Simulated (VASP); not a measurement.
Hf₄CN₃ (ordered alloy cell): computed properties

Method: PBEsol GGA, VASP's PBE PAW potentials (set 64) (plane waves; VASP 6.6.1).

```
Item                                                                                                   Result
----------------------------------  -------------------------------------------------------------------------
space group                                                                                         Cmmm (65)
cell                                a = 6.393 Å, b = 9.041 Å, c = 3.196 Å, α = 90.00°, β = 90.00°, γ = 90.00°
volume per atom                                                                                 11.55 Å³/atom
band gap (over mesh and band path)                                   none (metal, semimetal or under 0.01 eV)
density                                                                                           13.81 g/cm³
```

```
Hf4CN3
1.0
   -0.00025     4.52035     4.52043
    4.52035    -0.00025     4.52043
    2.26005     2.26005     0.00000
Hf N C
4 3 1
Cartesian
  4.52010   4.52010   9.02179
  4.53264   6.76761   6.78065
  6.76761   4.53264   6.78065
  4.52010   4.52010   4.53951
  2.26005   2.26005   2.26022
  4.52022   2.25993   4.52043
  2.25993   4.52022   4.52043
  4.52010   4.52010   6.78065
```

Unless said otherwise, spin-orbit coupling is left out, though it shifts the bands of the heavy elements here.

The structure was generated: Hf4CN3 was put into an ordered model structure (Cmmm), which need not be its known phase. It was relaxed first. Symmetry was kept, so distortions that lower it aren't found. The electron count is odd and the run is not spin-polarised, which forces a metal.
